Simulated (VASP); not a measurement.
Here is the system:

```
CELL_PARAMETERS angstrom
      0.00000     2.24131     2.24131
      2.24131     0.00000     2.24131
      2.24131     2.24131     0.00000
ATOMIC_POSITIONS crystal
  Nb 0.00000 0.00000 0.00000
  C  0.50000 0.50000 0.50000
```

The numbers are results of PBE GGA, VASP's PBE PAW potentials (set 64) (plane waves; VASP), not measurements. Numerical set-up: 620 eV cut-off, 14×14×14 Γ-centred mesh, first-order Methfessel-Paxton smearing of 0.10 eV, potentials Nb_sv C.

Task: What does the run give for the energy per atom (σ→0), band gap (on the k-mesh) with the smallest direct gap where there is one?

Result: 
```yaml
band gap (on the k-mesh): none (metal, semimetal or under 0.01 eV)
energy per atom (σ→0): -10.273 eV/atom
```

The compound is NbC in the rock salt structure. It was relaxed first. The electron count is odd and the run is not spin-polarised, which forces a metal.
